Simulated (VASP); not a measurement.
VASP input:

**POSCAR**
```
InAs
1
    0.0000000000     3.0300000000     3.0300000000
    3.0300000000     0.0000000000     3.0300000000
    3.0300000000     3.0300000000     0.0000000000
In As
1 1
Direct
  0.0000000000   0.0000000000   0.0000000000
  0.2500000000   0.2500000000   0.2500000000
```

**KPOINTS**
```
Automatic mesh
0
Gamma
6 6 6
0 0 0
```

### INCAR
```
SYSTEM = InAs
PREC = Accurate
ENCUT = 400
EDIFF = 1E-6
NELM = 100
ALGO = Normal
LREAL = .FALSE.
LASPH = .TRUE.
ISMEAR = 0
SIGMA = 0.05
GGA = PE
LMAXMIX = 4
LWAVE = .FALSE.
LCHARG = .FALSE.
ISIF = 2
NBANDS = 8
```

POTCAR, in this order: In_d As (PBE.64 set). Program: vasp_std.

Output of the run:

**standard output**
```
 POSCAR found type information on POSCAR InAs
 POSCAR found :  2 types and       2 ions
 Reading from existing POTCAR
 Reading from existing POTCAR
 LDA part: xc-table for (Slater+PW92), standard interpolation

 -----------------------------------------------------------------------------
|                                                                             |
|     EEEEEEE  RRRRRR   RRRRRR   OOOOOOO  RRRRRR      ###     ###     ###     |
|     E        R     R  R     R  O     O  R     R     ###     ###     ###     |
|     E        R     R  R     R  O     O  R     R     ###     ###     ###     |
|     EEEEE    RRRRRR   RRRRRR   O     O  RRRRRR       #       #       #      |
|     E        R   R    R   R    O     O  R   R                               |
|     E        R    R   R    R   O     O  R    R      ###     ###     ###     |
|     EEEEEEE  R     R  R     R  OOOOOOO  R     R     ###     ###     ###     |
|                                                                             |
|     The number of bands is not sufficient to hold all electrons. I am       |
|     sorry, but this calculation does not make sense. If you want to         |
|     calculate only selected states, you need to set either EFERMI or        |
|     EREF. EREF specifies around which energy states are supposed to be      |
|     calculated.                                                             |
|     I found NBANDS = 8, NELECT = 18.                                        |
|                                                                             |
|       ---->  I REFUSE TO CONTINUE WITH THIS SICK JOB ... BYE!!! <----       |
|                                                                             |
 -----------------------------------------------------------------------------
```

Read input and log: which fault does this run have?
A) the lattice was typed in bohr, and VASP reads ångström
B) NBANDS is too small to hold all electrons
C) ENCUT is too low for a cell relaxation, so Pulay stress biases the volume
D) the mesh has unequal divisions along equivalent axes and breaks the lattice's symmetry

B, NBANDS is too small to hold all electrons. VASP stops with an error: The number of bands is not sufficient to hold all electrons. I am sorry, but this calculation does not make sense. If you want to calculate only selected states, you need to set either EFERMI or EREF. EREF specifies around which energy states are supposed to be calculated. I found NBANDS = 8, NELECT = 18. ----> I REFUSE TO CONTINUE WITH THIS SICK JOB ... BYE!!! <----

To mend it, remove NBANDS.

The mended run (PBE GGA, plane waves, VASP's PBE PAW potentials (set 64)) converges, and its OSZICAR ends with
```
   1 F= -.76625423E+01 E0= -.76623637E+01  d E =-.357089E-03
```

The compound is InAs in the zinc blende structure. The cell was not relaxed at this level.
